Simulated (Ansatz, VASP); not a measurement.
**NiWO4 in two plane-wave programs**

Aim: how closely do two programs agree when they are given the same cell, functional and k mesh? The two relaxations start from unlike cells of this crystal (the structure described is Ansatz's start), so only their ends are compared.

Program: Ansatz 0.2.0. Level of theory: plane waves, with VASP 6.6.1 beside it; relaxation of cell and atoms at LDA. Results are calculated unless marked as measured.

## (1) The starting structure

The structure is monoclinic, space group P2/c (No. 13). The conventional cell has a = 4.599 Å, b = 5.661 Å, c = 4.907 Å, α = 90.00°, β = 90.03°, γ = 90.00°. Ni has 6 O at 1.99 to 2.07 Å nearest. Nearest to W lie 6 O at 1.80 to 2.11 Å. O has 2 W at 1.96 to 2.11 Å and 1 Ni at 1.99 Å nearest. Nearest to O lie 1 W at 1.80 Å and 2 Ni at 2.06 to 2.07 Å. Farther neighbours and most contacts between anions are not listed.

## (2) Ansatz: relaxation of cell and atoms, LDA

Ansatz runs on its default PAW (the set named soft_2) files.

The relaxed volume is the usual yardstick between codes: in a stiff, nearly cubic crystal its relative difference is about their pressure difference at one cell divided by the bulk modulus.

input.yaml reads:

```yaml
crystal:
  lattice:
    - [4.5992, 0.0, 0.0]
    - [0.0, 5.6606, 0.0]
    - [-0.0025691944, 0.0, 4.9067993274]
  atoms:
    - { symbol: Ni, position: [0.5, 0.6616, 0.25], spin: 1.56 }
    - { symbol: Ni, position: [0.5, 0.3384, 0.75], spin: -1.56 }
    - { symbol: W, position: [0.0, 0.1786, 0.25] }
    - { symbol: W, position: [0.0, 0.8214, 0.75] }
    - { symbol: O, position: [0.2241, 0.1105, 0.9204] }
    - { symbol: O, position: [0.7759, 0.1105, 0.5796] }
    - { symbol: O, position: [0.7759, 0.8895, 0.0796] }
    - { symbol: O, position: [0.2241, 0.8895, 0.4204] }
    - { symbol: O, position: [0.2644, 0.3772, 0.3953] }
    - { symbol: O, position: [0.7356, 0.3772, 0.1047] }
    - { symbol: O, position: [0.7356, 0.6228, 0.6047] }
    - { symbol: O, position: [0.2644, 0.6228, 0.8953] }
kpoints:
  mp_grid: { grid: [4, 4, 4] }
hamiltonian:
  xc: lda
scf:
  occupations: { method: gaussian, width: 0.1 }
output:
  forces: true
  stress: true
  eigenvalues: true
  populations: true
basis:
  ecutwfc: 260.0
magnetization:
  spin_polarized: true
relax:
  adjacent_minimum: "off"
  f_tol: 0.05
  max_steps: 80
  cell: { stress_tol: 0.5 }
```

Started as:

```bash
ansatz run input.yaml --threads 16 --pin off --max-ram 61440MiB --backend cuda --events-out ev --progress --plain --runs-dir out --max-vram 78GiB
```

What it wrote:

```text
Warning: basis.ecutwfc = 260 eV is below the records' recommended 420 eV, and the density's cutoff is lower with it unless basis.ecutrho_ratio is high enough to keep the records' density cutoff: compare with a run at a higher cutoff
The last accepted step is kept in <dir> (removed where the run ends without a failure and the disk answers)
Engine: ansatz 0.2.0, aarch64-unknown-linux-gnu
Pseudopotentials: kind: paw
Pseudopotential: Ni, paw, valence charge 18, recommended cutoff 420 eV (normal), Ni.paw.azcp
Pseudopotential: W, paw, valence charge 14, recommended cutoff 420 eV (normal), W.paw.azcp
Pseudopotential: O, paw, valence charge 6, recommended cutoff 420 eV (normal), O.paw.azcp
Functional definition: SPW92
  exchange = slater_x
  correlation = pw_c
device memory: the entry about to start is reckoned to put 3.8 GiB on a device that reports 170.0 GiB free (of which the cap on the GPU budget leaves the run 78.0 GiB)
GPU FFT provider: cuFFT
[...]
Basis set: ecut = 260 eV, 1231 PW (Γ)
[...]
k-points: 30 of 64 (time reversal used)
[...]
6      O      6.6800     0.0447
     7      O      6.6800     0.0447
     8      O      6.6420    -0.0125
     9      O      6.6420    -0.0125
    10      O      6.6420     0.0125
    11      O      6.6420     0.0125
  spilling = 0.003789 (of n_electrons = 112.000000)
```

## (3) VASP: relaxation of cell and atoms, LDA

Its own start cell and the same functional (in two slightly different forms), mesh and smearing now go to VASP, with its own data sets.

Lines of VASP's logs that name or quote its potential files are left out, and so is its time.

INCAR reads:

```
SYSTEM = NiWO4
PREC = Accurate
ENCUT = 600
EDIFF = 1E-07
NELM = 200
ISMEAR = 0
SIGMA = 0.1
LREAL = .FALSE.
ALGO = Normal
GGA = CA
NBANDS = 58
ISPIN = 2
MAGMOM = 1.31 -1.31 -0 0 -0.03 -0.03 0.03 0.03 -0.01 -0.01 0.01 0.01
LASPH = .TRUE.
LMAXMIX = 4
LORBIT = 11
LWAVE = .FALSE.
LCHARG = .FALSE.
ISIF = 3
IBRION = 2
NSW = 80
EDIFFG = -0.005
GGA_COMPAT = .FALSE.
NELMIN = 4
KPAR = 2
```

POSCAR reads:

```
NiWO4
1.0
    4.4546190851      0.0000000000      0.0090402945
    0.0000000000      5.5374951426      0.0000000000
    0.0066975107      0.0000000000      4.8587403918
Ni W O
2 2 8
Direct
    0.5000000000      0.6505860972      0.2500000000
    0.5000000000      0.3494139028      0.7500000000
    0.0000000000      0.1761994501      0.2500000000
    0.0000000000      0.8238005499      0.7500000000
    0.2278304973      0.1123952567      0.9235027383
    0.7721695027      0.1123952567      0.5764972617
    0.7721695027      0.8876047433      0.0764972617
    0.2278304973      0.8876047433      0.4235027383
    0.2649858673      0.3815580116      0.4104852751
    0.7350141327      0.3815580116      0.0895147249
    0.7350141327      0.6184419884      0.5895147249
    0.2649858673      0.6184419884      0.9104852751
```

KPOINTS reads:

```
Automatic mesh
0
Gamma
4 4 4
0 0 0
```

The projector-augmented-wave data sets are Ni, W and O (LDA family, release 64).

Started as:

```bash
mpirun -np 2 vasp_std
```

What it wrote:

```text
[banner, memory and clock lines left out]
running    2 mpi-ranks, on    1 nodes
 distrk:  each k-point on    1 cores,    2 groups
 distr:  one band on    1 cores,    1 groups

 POSCAR found type information on POSCAR NiW O
 POSCAR found :  3 types and      12 ions
 LDA part: xc-table for (Slater(with rela. corr.)+CA(PZ))
 , standard interpolation
 POSCAR, INCAR and KPOINTS ok, starting setup
 FFT: planning ... GRIDC
 FFT: planning ... GRID_SOFT
 FFT: planning ... GRID
 WAVECAR not read
 entering main loop
       N       E                     dE             d eps       ncg     rms          rms(c)
DAV:   1     0.914907109124E+03    0.91491E+03   -0.40621E+04  6960   0.171E+03
DAV:   2     0.493578714677E+01   -0.90997E+03   -0.82189E+03  7414   0.459E+02
DAV:   3    -0.123918724919E+03   -0.12885E+03   -0.12137E+03  7992   0.179E+02
DAV:   4    -0.129303325992E+03   -0.53846E+01   -0.53053E+01  8344   0.388E+01
DAV:   5    -0.129429951581E+03   -0.12663E+00   -0.12629E+00  8408   0.615E+00    0.813E+01
DAV:   6    -0.111490789295E+03    0.17939E+02   -0.93900E+01 10120   0.835E+01    0.378E+01
DAV:   7    -0.112914600302E+03   -0.14238E+01   -0.33393E+01  8654   0.159E+02    0.443E+01
DAV:   8    -0.109302876594E+03    0.36117E+01   -0.29546E+01 10000   0.660E+01    0.283E+01
DAV:   9    -0.107788969307E+03    0.15139E+01   -0.25036E+00 10242   0.182E+01    0.986E+00
DAV:  10    -0.107455358798E+03    0.33361E+00   -0.31120E-01 10344   0.632E+00    0.471E+00
DAV:  11    -0.107252302542E+03    0.20306E+00   -0.15043E-01 10270   0.754E+00    0.243E+00
DAV:  12    -0.107204264631E+03    0.48038E-01   -0.90490E-02 10552   0.312E+00    0.997E-01
DAV:  13    -0.107198940949E+03    0.53237E-02   -0.18429E-02 10222   0.126E+00    0.595E-01
DAV:  14    -0.107196582296E+03    0.23587E-02   -0.54139E-03 10604   0.120E+00    0.301E-01
DAV:  15    -0.107196524455E+03    0.57841E-04   -0.17619E-03  8308   0.307E-01    0.221E-01
DAV:  16    -0.107196511103E+03    0.13352E-04   -0.30797E-04 10120   0.112E-01    0.997E-02
DAV:  17    -0.107196514267E+03   -0.31638E-05   -0.21840E-05 10296   0.426E-02    0.520E-02
DAV:  18    -0.107196493478E+03    0.20789E-04   -0.20441E-05 10320   0.912E-02    0.154E-02
DAV:  19    -0.107196493411E+03    0.66748E-07   -0.77467E-06 10422   0.195E-02    0.323E-03
DAV:  20    -0.107196493389E+03    0.22261E-07   -0.55690E-07  7664   0.432E-03
   1 F= -.10719649E+03 E0= -.10719636E+03  d E =-.107196E+03  mag=     0.0000
 curvature:   0.00 expect dE= 0.000E+00 dE for cont linesearch  0.000E+00
 trial: gam= 0.00000 g(F)=  0.393E-05 g(S)=  0.384E-04 ort = 0.000E+00 (trialstep = 0.100E+01)
 search vector abs. value=  0.423E-04
 bond charge predicted
       N       E                     dE             d eps       ncg     rms          rms(c)
DAV:   1    -0.107196756522E+03   -0.26311E-03   -0.58742E-03  9402   0.557E-01    0.158E-01
DAV:   2    -0.107196720283E+03    0.36238E-04   -0.14772E-03  9680   0.599E-01    0.226E-01
DAV:   3    -0.107196489165E+03    0.23112E-03   -0.29627E-04  9820   0.379E-01    0.782E-02
DAV:   4    -0.107196477269E+03    0.11896E-04   -0.51998E-05  9606   0.615E-02    0.313E-02
DAV:   5    -0.107196475479E+03    0.17903E-05   -0.57645E-06  8864   0.161E-02    0.135E-02
DAV:   6    -0.107196474975E+03    0.50425E-06   -0.14206E-06  8896   0.149E-02    0.583E-03
DAV:   7    -0.107196474863E+03    0.11136E-06   -0.14006E-07  5156   0.659E-03    0.143E-03
DAV:   8    -0.107196474877E+03   -0.13299E-07   -0.32482E-07  5500   0.603E-03
   2 F= -.10719647E+03 E0= -.10719634E+03  d E =0.185123E-04  mag=    -0.0000
 trial-energy change:    0.000019  1 .order    0.000016   -0.000042    0.000075
 step:   0.3358(harm=  0.3606)  dis= 0.00005  next Energy=  -107.196500 (dE=-0.702E-05)
 bond charge predicted
       N       E                     dE             d eps       ncg     rms          rms(c)
DAV:   1    -0.107196624173E+03   -0.14931E-03   -0.25966E-03  9364   0.372E-01    0.105E-01
DAV:   2    -0.107196608427E+03    0.15746E-04   -0.65014E-04  9688   0.397E-01    0.150E-01
DAV:   3    -0.107196506851E+03    0.10158E-03   -0.12998E-04  9800   0.252E-01    0.518E-02
DAV:   4    -0.107196501602E+03    0.52494E-05   -0.23016E-05  9532   0.396E-02    0.206E-02
DAV:   5    -0.107196500831E+03    0.77063E-06   -0.24760E-06  8550   0.103E-02    0.902E-03
DAV:   6    -0.107196500605E+03    0.22608E-06   -0.60800E-07  7632   0.991E-03    0.394E-03
DAV:   7    -0.107196500558E+03    0.47424E-07   -0.60666E-08  4148   0.444E-03
   3 F= -.10719650E+03 E0= -.10719636E+03  d E =-.716873E-05  mag=    -0.0000
 curvature:  -0.18 expect dE=-0.129E-05 dE for cont linesearch -0.198E-06
 trial: gam= 0.00870 g(F)=  0.546E-05 g(S)=  0.172E-05 ort = 0.681E-05 (trialstep = 0.867E+00)
 search vector abs. value=  0.730E-05
 reached required accuracy - stopping structural energy minimisation
```

From OUTCAR (step 3):

```text
ion  position               nearest neighbor table
   1  0.500  0.651  0.250-  11 1.96  12 1.96   7 1.97   8 1.97   9 1.98  10 1.98   2 2.95   2 2.95

  LATTYP: Found a simple monoclinic cell.
 ALAT       =     4.4546282584
 B/A-ratio  =     1.2430880472
 C/A-ratio  =     1.0907184003
 COS(beta)  =    -0.0034078560

 Subroutine GETGRP returns: Found  4 space group operations
 (whereof  2 operations were pure point group operations)

The static configuration has the point symmetry S_2 .
 The point group associated with its full space group is C_2h.

 Found     30 irreducible k-points:

   k-points           NKPTS =     30   k-points in BZ     NKDIM =     30   number of bands    NBANDS=     58

   dimension x,y,z NGX =    36 NGY =   48 NGZ =   40
   dimension x,y,z NGXF=    72 NGYF=   96 NGZF=   80

   ENCUT  =  600.0 eV  44.10 Ry    6.64 a.u.   8.90 11.06  9.70*2*pi/ulx,y,z

   NELECT =      80.0000    total number of electrons

 k-points in reciprocal lattice and weights: Automatic mesh
   0.00000000  0.00000000  0.00000000       0.016
   0.25000000  0.00000000 -0.00000000       0.031
   0.50000000  0.00000000 -0.00000000       0.016
   0.00000000  0.25000000  0.00000000       0.031
   0.25000000  0.25000000 -0.00000000       0.062
   0.50000000  0.25000000 -0.00000000       0.031
   0.00000000  0.50000000  0.00000000       0.016
   0.25000000  0.50000000 -0.00000000       0.031
   0.50000000  0.50000000 -0.00000000       0.016
[...]
0.25000000  0.50000000  0.50000000       0.031
   0.50000000  0.50000000  0.50000000       0.016

 average (electrostatic) potential at core
       1 -86.2845       2 -86.2845       3 -42.6011       4 -42.6011       5 -71.3598
       6 -71.3598       7 -71.3598       8 -71.3598       9 -71.6936      10 -71.6936
      11 -71.6936      12 -71.6936

 E-fermi :   5.2111

 spin component 1
 k-point     1 :       0.0000    0.0000    0.0000
  band No.  band energies     occupation
    ...
     36       3.9887      1.00000
     37       4.2104      1.00000
     38       4.2333      1.00000
     39       4.3794      1.00000
     40       4.6903      1.00000
     41       5.5357      0.00000
     42       6.0836      0.00000
     43       6.9499      0.00000
     44       7.1810      0.00000
     45       7.6080      0.00000
    ...

 k-point     2 :       0.2500    0.0000   -0.0000
  band No.  band energies     occupation
    ...
     36       4.1712      1.00000
     37       4.3575      1.00000
     38       4.3745      1.00000
     39       4.5334      1.00000
     40       4.9165      0.99998
     41       5.5794      0.00000
     42       6.0943      0.00000
     43       6.9940      0.00000
     44       7.0884      0.00000
     45       7.5493      0.00000
    ...

 k-point     3 :       0.5000    0.0000   -0.0000
  band No.  band energies     occupation
    ...
     36       4.3451      1.00000
     37       4.4604      1.00000
     38       4.5418      1.00000
     39       4.7525      1.00000
     40       4.8144      1.00000
     41       5.8307      0.00000
     42       6.0468      0.00000
     43       7.0128      0.00000
     44       7.0886      0.00000
     45       7.3454      0.00000
    ...

 k-point     4 :       0.0000    0.2500    0.0000
  band No.  band energies     occupation
    ...
     36       4.1266      1.00000
     37       4.2250      1.00000
     38       4.3606      1.00000
     39       4.5144      1.00000
     40       4.8974      1.00000
     41       5.6868      0.00000
     42       6.1017      0.00000
     43       7.0514      0.00000
     44       7.1906      0.00000
     45       7.3207      0.00000
    ...

 k-point     5 :       0.2500    0.2500   -0.0000
  band No.  band energies     occupation
    ...
     36       4.0960      1.00000
     37       4.3546      1.00000
     38       4.4670      1.00000
     39       4.6327      1.00000
     40       4.8723      1.00000
     41       5.6757      0.00000
     42       6.0665      0.00000
     43       7.0882      0.00000
     44       7.1233      0.00000
     45       7.3194      0.00000
    ...

 k-point     6 :       0.5000    0.2500   -0.0000
  band No.  band energies     occupation
    ...
     36       4.2841      1.00000
     37       4.3329      1.00000
     38       4.5529      1.00000
     39       4.6306      1.00000
     40       4.8239      1.00000
     41       5.7412      0.00000
     42       5.8063      0.00000
     43       7.0853      0.00000
     44       7.2737      0.00000
     45       7.3503      0.00000
    ...

  Total        0.0090944      0.0177312      0.0041672      0.0000000      0.0000000      0.0025811
  in kB        0.1215456      0.2369756      0.0556939      0.0000000      0.0000000      0.0344961
  external PRESSURE =       0.1380717 kB  Pullay stress =       0.0000000 kB

  energy-cutoff  :      600.00
  volume of cell :      119.88
      direct lattice vectors                 reciprocal lattice vectors
     4.454944005  0.000000000  0.009058621     0.224470343  0.000000000 -0.000310308
     0.000000000  5.537955625  0.000000000     0.000000000  0.180572050  0.000000000
     0.006717208  0.000000000  4.859088133    -0.000418472  0.000000000  0.205800509

 POSITION                                       TOTAL-FORCE (eV/Angst)
 -----------------------------------------------------------------------------------
      2.22915      3.60290      1.21930        -0.000000     -0.001262      0.000000
      2.23251      1.93506      3.64885         0.000000      0.001262      0.000000
      0.00168      0.97581      1.21477        -0.000000      0.001680      0.000000
      0.00504      4.56214      3.64432         0.000000     -0.001680      0.000000
      1.02122      0.62249      4.48942        -0.001930      0.001493      0.001246
      3.44380      0.62249      2.80827         0.001930      0.001493     -0.001246
      3.44044      4.91547      0.37873         0.001930     -0.001493     -0.001246
      1.01786      4.91547      2.05988        -0.001930     -0.001493      0.001246
      1.18326      2.11305      1.99699        -0.002453     -0.003098     -0.001721
      3.27504      2.11305      0.44161         0.002453     -0.003098      0.001721
      3.27840      3.42490      2.87116         0.002453      0.003098      0.001721
      1.18662      3.42490      4.42654        -0.002453      0.003098     -0.001721
 -----------------------------------------------------------------------------------
    total drift:                                0.000000      0.000000     -0.000000

  FREE ENERGIE OF THE ION-ELECTRON SYSTEM (eV)
  ---------------------------------------------------
  free  energy   TOTEN  =      -107.1965005578 eV

  energy  without entropy=     -107.1962257305  energy(sigma->0) =     -107.19636314

 reached required accuracy - stopping structural energy minimisation

 total charge
# of ion       s       p       d       tot
------------------------------------------
    1        0.378   0.534   8.256   9.169
    2        0.378   0.534   8.256   9.169
    3        0.724   1.082   4.251   6.057
    4        0.724   1.082   4.251   6.057
    5        1.553   3.482   0.000   5.035
    6        1.553   3.482   0.000   5.035
    7        1.553   3.482   0.000   5.035
    8        1.553   3.482   0.000   5.035
    9        1.558   3.464   0.000   5.022
   10        1.558   3.464   0.000   5.022
   11        1.558   3.464   0.000   5.022
   12        1.558   3.464   0.000   5.022
--------------------------------------------------
tot         14.649  31.015  25.014  70.678

 magnetization (x)
# of ion       s       p       d       tot
------------------------------------------
    1        0.001   0.002   1.309   1.312
    2       -0.001  -0.002  -1.309  -1.312
    3       -0.002  -0.001  -0.004  -0.007
    4        0.002   0.001   0.004   0.007
    5       -0.006  -0.023   0.000  -0.029
    6       -0.006  -0.023   0.000  -0.029
    7        0.006   0.023   0.000   0.029
    8        0.006   0.023   0.000   0.029
    9        0.000  -0.008   0.000  -0.008
   10        0.000  -0.008   0.000  -0.008
   11       -0.000   0.008   0.000   0.008
   12       -0.000   0.008   0.000   0.008
--------------------------------------------------
tot          0.000   0.000   0.000   0.000

[... 1 further part left out ...]
```

The magnetic state follows from one typed start and may not be the lowest. The run keeps the 4 symmetry operations of its start, so it cannot find a distortion of lower symmetry.

## (4) Side by side

Known differences besides the potentials themselves: VASP starts from the moments at which Ansatz ended; the two LDA forms differ slightly; the data sets hold 112 valence electrons in Ansatz (on its default PAW (the set named soft_2) files) and 80 in VASP; the cutoff is 260 eV in Ansatz and 600 eV in VASP; VASP's log shows a relativistic correction to its local exchange, Ansatz's none; site moments are counted in spheres of each program's own size; Ansatz's log warns that its cutoff lies below the recommended one. Total energies have different zeros and are not compared.

The two programs side by side:

```csv
quantity,Ansatz,VASP,difference
volume (Å³),117.16,119.88,-2.27 %
"edge a after relaxation, in the typed setting (Å)",4.433,4.455,-0.50 %
"edge b after relaxation, in the typed setting (Å)",5.476,5.538,-1.13 %
"edge c after relaxation, in the typed setting (Å)",4.827,4.859,-0.66 %
moment on Ni1 (μB),1.31,1.31,0.00
moment on Ni2 (μB),-1.31,-1.31,0.00
```

## (5) Summary of results

```yaml
difference_in_volume_relaxation_of_cell_and_atoms_lda: -2.3 %
```

What this shows: The difference in volume is -2.3 % (relaxation of cell and atoms, LDA), beyond the 1.2 % picked in this series as the mark of a large difference, as far as the stopping tolerances let one tell. The data sets hold unlike numbers of valence electrons (112 in Ansatz and 80 in VASP), so part of the differences comes from the potentials. Ansatz's own log doubts the convergence of its relaxation of cell and atoms, LDA run, which may account for the difference. How closely two codes agree says nothing of how well the functional describes the real material.

[Lines on the potential files, build, host, timing and source positions are cut from VASP's logs without a mark.]

[Logs are printed without paths, hosts, clocks, repeated set-up lines and the standing remarks that a program may print on its own settings, such as how far it seeks lower states.]

[Hosts, paths, dates, database ids (printed as entryN), source tags and the programs' standing remarks are cut or masked in the printed files.]
